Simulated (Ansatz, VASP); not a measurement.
## Cross-check of Mg3P20O53 (glassy 77P2O5-23MgO (mol %)) between VASP and Ansatz

Aim: how closely do two programs agree when they are given the same cell, functional and k mesh? The structure shown is the start of the Ansatz relaxation below; VASP solves that cell, so the two are compared at the walk's first step.

Method: plane waves, with VASP 6.6.1 beside it; single point at revPBE, in Ansatz 0.2.0.

### 1. The starting structure

The cell holds 76 atoms: 20 P, 3 Mg and 53 O. Cell: a = 10.092 Å, b = 10.092 Å, c = 10.092 Å, α = 90.0°, β = 90.0°, γ = 90.0°. As first built, before any earlier steps moved the atoms (in the runner's words): 76 atoms (20 P, 3 Mg, 53 O) placed at random at 2.41 g/cm^3, melted at 4000 K for 10 ps at fixed volume with the Morse and Coulomb pair potential with partial charges (Pedone, Malavasi, Menziani, Cormack and Segre, J. Phys. Chem. B 110, 11780 (2006)). Quenched from 4000 K to 300 K at 20 K/ps and fixed volume, held 10 ps at zero pressure.

### 2. Ansatz: relaxation, revPBE

Ansatz runs on its default PAW (the set named soft_2) files.

The two programs are compared at the cell with which this relaxation starts, whose forces are those of its first step.

Input file input.yaml:

```yaml
crystal:
  lattice:
    - [10.09236, 0.0, 0.0]
    - [0.0, 10.09236, 0.0]
    - [0.0, 0.0, 10.09236]
  atoms:
    - { symbol: P, position: [0.64445, 0.56644, 0.49217] }
    - { symbol: P, position: [0.93307, 0.81103, 0.0499] }
    - { symbol: P, position: [0.3265, 0.83695, 0.72431] }
    - { symbol: P, position: [0.4236, 0.58271, 0.10016] }
    - { symbol: P, position: [0.05034, 0.0284, 0.38534] }
    - { symbol: P, position: [0.46118, 0.89813, 0.16242] }
    - { symbol: P, position: [0.75136, 0.12203, 0.72937] }
    - { symbol: P, position: [0.5679, 0.67153, 0.7656] }
    - { symbol: P, position: [0.9947, 0.64711, 0.30182] }
    - { symbol: P, position: [0.67094, 0.84961, 0.38398] }
    - { symbol: P, position: [0.50458, 0.02394, 0.57158] }
    - { symbol: P, position: [0.2803, 0.63952, 0.35869] }
    - { symbol: P, position: [0.56553, 0.32543, 0.18997] }
    - { symbol: P, position: [0.56569, 0.10265, 0.96601] }
    - { symbol: P, position: [0.3365, 0.16588, 0.34284] }
    - { symbol: P, position: [0.16371, 0.21566, 0.07699] }
    - { symbol: P, position: [0.20872, 0.92438, 0.99103] }
    - { symbol: P, position: [0.98488, 0.93153, 0.65812] }
    - { symbol: P, position: [0.95591, 0.66059, 0.79164] }
    - { symbol: P, position: [0.22685, 0.39388, 0.53396] }
    - { symbol: Mg, position: [0.91003, 0.31256, 0.26022] }
    - { symbol: Mg, position: [0.89114, 0.40642, 0.61383] }
    - { symbol: Mg, position: [0.2365, 0.46111, 0.83712] }
    - { symbol: O, position: [0.84258, 0.92625, 0.05076] }
    - { symbol: O, position: [0.57992, 0.9186, 0.49014] }
    - { symbol: O, position: [0.85102, 0.01187, 0.68734] }
    - { symbol: O, position: [0.93093, 0.67571, 0.4318] }
    - { symbol: O, position: [0.58292, 0.87296, 0.2599] }
    - { symbol: O, position: [0.60301, 0.60852, 0.63215] }
    - { symbol: O, position: [0.24712, 0.53172, 0.463] }
    - { symbol: O, position: [0.25359, 0.20675, 0.20196] }
    - { symbol: O, position: [0.08369, 0.58709, 0.81461] }
    - { symbol: O, position: [0.08099, 0.01082, 0.754] }
    - { symbol: O, position: [0.8625, 0.56879, 0.7309] }
    - { symbol: O, position: [0.62178, 0.09324, 0.6461] }
    - { symbol: O, position: [0.46194, 0.25649, 0.27485] }
    - { symbol: O, position: [0.96095, 0.79545, 0.71561] }
    - { symbol: O, position: [0.33418, 0.57366, 0.22903] }
    - { symbol: O, position: [0.63997, 0.80573, 0.76963] }
    - { symbol: O, position: [0.79595, 0.92121, 0.37734] }
    - { symbol: O, position: [0.97548, 0.1573, 0.38574] }
    - { symbol: O, position: [0.40351, 0.94958, 0.65577] }
    - { symbol: O, position: [0.27804, 0.87515, 0.86493] }
    - { symbol: O, position: [0.51483, 0.52185, 0.4251] }
    - { symbol: O, position: [0.31438, 0.87867, 0.09612] }
    - { symbol: O, position: [0.68296, 0.10954, 0.8708] }
    - { symbol: O, position: [0.02419, 0.23715, 0.10976] }
    - { symbol: O, position: [0.48196, 0.72292, 0.11636] }
    - { symbol: O, position: [0.07925, 0.84802, 0.01053] }
    - { symbol: O, position: [0.18776, 0.07129, 0.01358] }
    - { symbol: O, position: [0.21008, 0.79973, 0.64044] }
    - { symbol: O, position: [0.08083, 0.38828, 0.55751] }
    - { symbol: O, position: [0.93343, 0.71722, 0.17809] }
    - { symbol: O, position: [0.74175, 0.45662, 0.49182] }
    - { symbol: O, position: [0.99286, 0.50006, 0.2788] }
    - { symbol: O, position: [0.40064, 0.01709, 0.2496] }
    - { symbol: O, position: [0.70414, 0.32799, 0.23431] }
    - { symbol: O, position: [0.51444, 0.46147, 0.13598] }
    - { symbol: O, position: [0.45079, 0.10824, 0.87764] }
    - { symbol: O, position: [0.21679, 0.3205, 0.98321] }
    - { symbol: O, position: [0.81032, 0.25309, 0.70337] }
    - { symbol: O, position: [0.57513, 0.58813, 0.88429] }
    - { symbol: O, position: [0.29905, 0.39245, 0.6626] }
    - { symbol: O, position: [0.42672, 0.72666, 0.74238] }
    - { symbol: O, position: [0.33809, 0.56751, 0.98083] }
    - { symbol: O, position: [0.53346, 0.97558, 0.04845] }
    - { symbol: O, position: [0.04565, 0.94306, 0.26642] }
    - { symbol: O, position: [0.02578, 0.95754, 0.52032] }
    - { symbol: O, position: [0.14257, 0.68385, 0.31304] }
    - { symbol: O, position: [0.27387, 0.29052, 0.43368] }
    - { symbol: O, position: [0.89685, 0.71514, 0.9329] }
    - { symbol: O, position: [0.35828, 0.7595, 0.38975] }
    - { symbol: O, position: [0.67144, 0.6976, 0.42015] }
    - { symbol: O, position: [0.56565, 0.22184, 0.0715] }
    - { symbol: O, position: [0.20395, 0.06928, 0.39021] }
    - { symbol: O, position: [0.43566, 0.12253, 0.4758] }
kpoints:
  mp_grid: { grid: [1, 1, 1] }
hamiltonian:
  xc: revpbe
scf:
  occupations: { method: fixed }
output:
  forces: true
relax:
  f_tol: 0.05
  max_steps: 150
  cell: {}
```

Run with:

```console
$ ansatz run input.yaml --threads 4 --pin off --max-ram 8192MiB --backend cpu --events-out ev --progress --plain --runs-dir out
```

Numbers of over 12 decimals in the logs are rounded to 6 here.

Output:

```text
Engine: ansatz 0.2.0, x86_64-unknown-linux-gnu
Pseudopotentials: kind: paw
Pseudopotential: P, paw, valence charge 5, recommended cutoff 420 eV (normal), P.paw.azcp
Pseudopotential: Mg, paw, valence charge 10, recommended cutoff 420 eV (normal), Mg.paw.azcp
Pseudopotential: O, paw, valence charge 6, recommended cutoff 420 eV (normal), O.paw.azcp
Functional definition: revPBE
  parameter kappa = 1.245
  parameter beta = 0.066725
  exchange = pbe_x(kappa = kappa, mu = beta*pi^2/3)
  correlation = pbe_c(beta = beta)
Crystal: 76 atoms, lattice volume = 1027.965 Å³
Basis set: ecut = 420 eV, 20005 PW (Γ), exchange–correlation on 144×144×144 points (8 copies of the dense FFT grid, shifted against one another)
Bands: 300, of which v1, the nominal top of the filled ones, is band 224 counted from 1 (223 counted from 0)
Symmetry: 1 space group operations
Space group: P1 (ITA 1), of the structure as read, at distance tolerance 1.0e-4 Å
k-points: 1
Non-local potential: P, projectors of the file, l = 0: 2, l = 1: 2, l = 2: 2
Non-local potential: Mg, projectors of the file, l = 0: 3, l = 1: 2, l = 2: 1
Non-local potential: O, projectors of the file, l = 0: 2, l = 1: 2, l = 2: 1
PAW form: soft (Blöchl's): semilocal exchange-correlation on the pseudo side does not see the compensation charge
PAW frozen core: P, regenerated for the run's functional, and the local potential with it (the file was generated under x = pbe(κ = 0.804, μ = 0.219515), c = pbe(β = 0.066725))
PAW frozen core: Mg, regenerated for the run's functional, and the local potential with it (the file was generated under x = pbe(κ = 0.804, μ = 0.219515), c = pbe(β = 0.066725))
PAW frozen core: O, regenerated for the run's functional, and the local potential with it (the file was generated under x = pbe(κ = 0.804, μ = 0.219515), c = pbe(β = 0.066725))
PAW one-centre angular grid: P, 110 points (default); XC on 64 Gauss nodes
PAW one-centre angular grid: Mg, 110 points (default); XC on 64 Gauss nodes
PAW one-centre angular grid: O, 110 points (default); XC on 64 Gauss nodes
Initial density: superposition of atomic densities (neutral atoms: chi_scale 0, normalization atom), corrected by the library's trained network
Initial wavefunctions: pseudopotential atomic-orbital guess
Functional: x = revpbe(κ = 1.245, μ = 0.219515), c = pbe(β = 0.066725)
SCF iter   1: F=—  HF=-51088.092960 eV  |F-HF|=—  |Δ(HF+E_count)|=         —  Δρ=6.73e-3  dr2=6.68e-1  ethr=1.77e-3  ⟨swp⟩=8.0  Hψ=1112  notcnv=0  defer=74
preconditioner: auto → Resta (q_TF=auto, 2.376 Å⁻¹)  ε∞=3.0  [insulator: Δε(μ)=1.827 eV  Ē_g=16.832 eV  n_scr=250 (ndim 8)  ℏωp=23.8 eV  f_vac=0.209  ε∞_Penn≈3.0]
SCF iter   2: F=—  HF=-51087.944949 eV  |F-HF|=—  |Δ(HF+E_count)|=   1.48e-1  Δρ=3.57e-3  dr2=1.26e-1  ethr=1.49e-4  ⟨swp⟩=3.0  Hψ=486  notcnv=0  defer=74
SCF iter   3: F=—  HF=-51087.924821 eV  |F-HF|=—  |Δ(HF+E_count)|=   2.01e-2  Δρ=1.46e-3  dr2=3.62e-2  ethr=2.82e-5  ⟨swp⟩=3.0  Hψ=409  notcnv=0  defer=65
automatic band count: iteration 3 solves 291 bands in place of 300: the levels show a gap, and the empty bands left out lie too high to hold charge; the band table lists the bands solved (type scf.n_extra_bands for more)
SCF iter   4: F=—  HF=-51087.917052 eV  |F-HF|=—  |Δ(HF+E_count)|=   7.77e-3  Δρ=6.29e-4  dr2=4.16e-3  ethr=8.07e-6  ⟨swp⟩=3.0  Hψ=410  notcnv=0  defer=65
SCF iter   5: F=—  HF=-51087.916738 eV  |F-HF|=—  |Δ(HF+E_count)|=   3.14e-4  Δρ=2.99e-4  dr2=8.92e-4  ethr=9.29e-7  ⟨swp⟩=3.0  Hψ=559  notcnv=0  defer=65
SCF iter   6: F=—  HF=-51087.916767 eV  |F-HF|=—  |Δ(HF+E_count)|=   2.95e-5  Δρ=9.86e-5  dr2=9.11e-5  ethr=1.99e-7  ⟨swp⟩=3.0  Hψ=457  notcnv=0  defer=64
SCF iter   7: F=—  HF=-51087.918366 eV  |F-HF|=—  |Δ(HF+E_count)|=   1.60e-3  Δρ=4.96e-5  dr2=2.23e-5  ethr=2.03e-8  ⟨swp⟩=3.0  Hψ=589  notcnv=0  defer=64
SCF iter   8: F=—  HF=-51087.918368 eV  |F-HF|=—  |Δ(HF+E_count)|=   1.51e-6  Δρ=1.36e-5  dr2=1.77e-6  ethr=4.97e-9  ⟨swp⟩=3.0  Hψ=427  notcnv=0  defer=64
SCF iter   9: F=—  HF=-51087.918369 eV  |F-HF|=—  |Δ(HF+E_count)|=   1.39e-6  Δρ=7.20e-6  dr2=4.50e-7  ethr=3.95e-10  ⟨swp⟩=3.0  Hψ=497  notcnv=0  defer=64
SCF iter  10: F=-51087.918369 eV  HF=-51087.918369 eV  |F-HF|=1.92e-8  |Δ(HF+E_count)|=   2.64e-8  Δρ=2.85e-6  dr2=7.30e-8  ethr=2.23e-11  ⟨swp⟩=4.0  Hψ=1241  notcnv=0
SCF 1 converged in 10 iterations: F = -51087.918369 eV  dr2 = 7.30e-8
  greatest PAW one-centre occupation: 1.000 electrons in one spin orbital (limit 2), on the Mg atom at site 21 (counted from 0), in its partial waves of l = 0
relax step   1: F+E_penalty+E_count = -51087.91836915 eV  Δ(F+E_penalty+E_count) = +0.000e0 eV  max|allowed force component| = 7.263e0 eV/Å  Δτ_max = 0.0000 Å  P = +4.534 GPa  Ω = 1027.965 Å³  (10 SCF iters, dr2 threshold 1.00e-7 eV, accepted)
Crystal: 76 atoms, lattice volume = 1032.056 Å³
[...]
atom  41  O     -0.00131017     0.00599792     0.00748188
  atom  42  O     -0.00011680     0.00136214    -0.00818091
  atom  43  O      0.01188363    -0.00578035    -0.00699126
  atom  44  O      0.01445872    -0.00183358     0.00362512
  atom  45  O     -0.00272709    -0.00828166     0.02417966
  atom  46  O     -0.00334714     0.00413913     0.00484745
  atom  47  O     -0.01458974    -0.00272582     0.00335214
  atom  48  O      0.00126100     0.00661337     0.00763981
  atom  49  O      0.00224450    -0.00018332     0.00384441
  atom  50  O      0.00905030    -0.00495872    -0.00626052
  atom  51  O      0.00641731    -0.00054722     0.00297855
  atom  52  O     -0.00610239     0.00313457     0.00537650
  atom  53  O     -0.00149670     0.00701585    -0.00042957
  atom  54  O     -0.00343923    -0.00120272    -0.00516026
  atom  55  O      0.00351619     0.00488532     0.00078433
  atom  56  O      0.00081977     0.00488432     0.00628593
  atom  57  O      0.00136144     0.00704750    -0.00054654
  atom  58  O     -0.00175923    -0.00676212    -0.00631272
  atom  59  O     -0.00415443     0.00217538     0.00124839
  atom  60  O      0.00144023     0.00049168    -0.00736131
  atom  61  O     -0.00173363     0.00935118     0.00657528
  atom  62  O      0.00887354     0.00646306    -0.00112497
  atom  63  O      0.00262469     0.00053626     0.01114533
  atom  64  O      0.00511115     0.00032882     0.00663673
[...]
atom  69  O      0.00288474    -0.01165482    -0.00543613
  atom  70  O     -0.00655971    -0.00775858    -0.00906151
  atom  71  O      0.00047102    -0.00471608    -0.00496431
  atom  72  O     -0.00443974    -0.01106394     0.00573975
  atom  73  O      0.00062299    -0.01256176     0.00695877
  atom  74  O     -0.00611218    -0.00766239    -0.00328678
  atom  75  O      0.00005397     0.00109343    -0.00219007
  atom  76  O      0.00202659     0.00067559     0.00407263
  max |Σ_I F_I| component: 2.78e-5 eV/Å
--- Stress (GPa, compression-positive) ---
        0.011964       0.016582      -0.000541
        0.016582       0.002920       0.004033
       -0.000540       0.004031       0.005554
  P = ⅓ Tr σ = 0.0068 GPa (0.068 kbar)
--- Relaxed structure (68 steps of the walk, 61 accepted, 4 SCFs on fresh bases) ---
  F+E_penalty+E_count = -51102.40767655 eV   max|allowed force component| = 2.662e-2 eV/Å   (the final SCF, on the basis selected at the relaxed cell)
  cell:  # Å, volume = 1086.0081 Å³
    - [11.260499, 0.435938, 0.701133]
    - [0.435938, 9.394225, 0.329093]
    - [0.701133, 0.329093, 10.338168]
  atoms:
    - { symbol: P, position: [0.651191, 0.557737, 0.488357] }
    - { symbol: P, position: [0.988021, 0.802642, 0.037844] }
    - { symbol: P, position: [0.358565, 0.885180, 0.720603] }
    - { symbol: P, position: [0.437495, 0.584130, 0.099971] }
    - { symbol: P, position: [0.00134351, 0.035771, 0.392806] }
    - { symbol: P, position: [0.420906, 0.879331, 0.217840] }
    - { symbol: P, position: [0.727753, 0.093518, 0.784381] }
    - { symbol: P, position: [0.517661, 0.614821, 0.753853] }
    - { symbol: P, position: [1.006582, 0.609917, 0.284919] }
    - { symbol: P, position: [0.638016, 0.864432, 0.370632] }
    - { symbol: P, position: [0.548148, 0.051232, 0.593840] }
    - { symbol: P, position: [0.269179, 0.621078, 0.322597] }
    - { symbol: P, position: [0.598626, 0.323876, 0.167159] }
    - { symbol: P, position: [0.539921, 0.099012, 1.005689] }
    - { symbol: P, position: [0.242345, 0.146564, 0.326215] }
    - { symbol: P, position: [0.140233, 0.228251, 0.056054] }
    - { symbol: P, position: [0.234357, 0.921969, 1.002959] }
    - { symbol: P, position: [0.966043, 0.977582, 0.684082] }
    - { symbol: P, position: [1.028448, 0.664395, 0.788015] }
    - { symbol: P, position: [0.207887, 0.378188, 0.518171] }
    - { symbol: Mg, position: [0.882220, 0.302281, 0.237503] }
    - { symbol: Mg, position: [0.919980, 0.504832, 0.562042] }
    - { symbol: Mg, position: [0.285844, 0.442430, 0.808765] }
    - { symbol: O, position: [0.919717, 0.938070, 0.012654] }
    - { symbol: O, position: [0.611881, 0.915104, 0.519760] }
    - { symbol: O, position: [0.825587, -0.038035, 0.743743] }
    - { symbol: O, position: [0.967100, 0.656786, 0.419432] }
    - { symbol: O, position: [0.503576, 0.847765, 0.337008] }
    - { symbol: O, position: [0.621790, 0.622950, 0.631692] }
    - { symbol: O, position: [0.250349, 0.541966, 0.460174] }
    - { symbol: O, position: [0.211567, 0.208212, 0.187852] }
    - { symbol: O, position: [0.156022, 0.603181, 0.779708] }
    - { symbol: O, position: [0.018361, 0.106316, 0.713188] }
    - { symbol: O, position: [0.938092, 0.592832, 0.726546] }
    - { symbol: O, position: [0.652295, 0.107797, 0.661612] }
    - { symbol: O, position: [0.501783, 0.273782, 0.262793] }
    - { symbol: O, position: [1.030767, 0.831403, 0.737554] }
    - { symbol: O, position: [0.367818, 0.526592, 0.241907] }
    - { symbol: O, position: [0.563128, 0.678697, 0.862327] }
    - { symbol: O, position: [0.714151, 0.954539, 0.280389] }
    - { symbol: O, position: [0.914602, 0.166193, 0.386050] }
    - { symbol: O, position: [0.474525, 0.972615, 0.719434] }
    - { symbol: O, position: [0.319013, 0.880672, 0.880074] }
    - { symbol: O, position: [0.547419, 0.506442, 0.438837] }
    - { symbol: O, position: [0.303149, 0.911916, 0.120545] }
    - { symbol: O, position: [0.642811, 0.016649, 0.902755] }
    - { symbol: O, position: [0.0091141, 0.233516, 0.096460] }
[...]
- { symbol: O, position: [0.153413, 0.621342, 0.252547] }
    - { symbol: O, position: [0.274508, 0.278122, 0.398724] }
    - { symbol: O, position: [0.978370, 0.677400, 0.943423] }
    - { symbol: O, position: [0.306764, 0.773268, 0.327387] }
    - { symbol: O, position: [0.692598, 0.707040, 0.398172] }
    - { symbol: O, position: [0.621173, 0.212193, 0.047515] }
    - { symbol: O, position: [0.133342, 0.094162, 0.418797] }
    - { symbol: O, position: [0.481829, 0.160036, 0.519680] }
```

(Continued in part 2 of 2.)

[Lines on the potential files, build, host, timing and source positions are cut from VASP's logs without a mark.]

[Logs are printed without paths, hosts, clocks, repeated set-up lines and the standing remarks that a program may print on its own settings, such as how far it seeks lower states.]

[Hosts, paths, dates, database ids (printed as entryN), source tags and the programs' standing remarks are cut or masked in the printed files.]
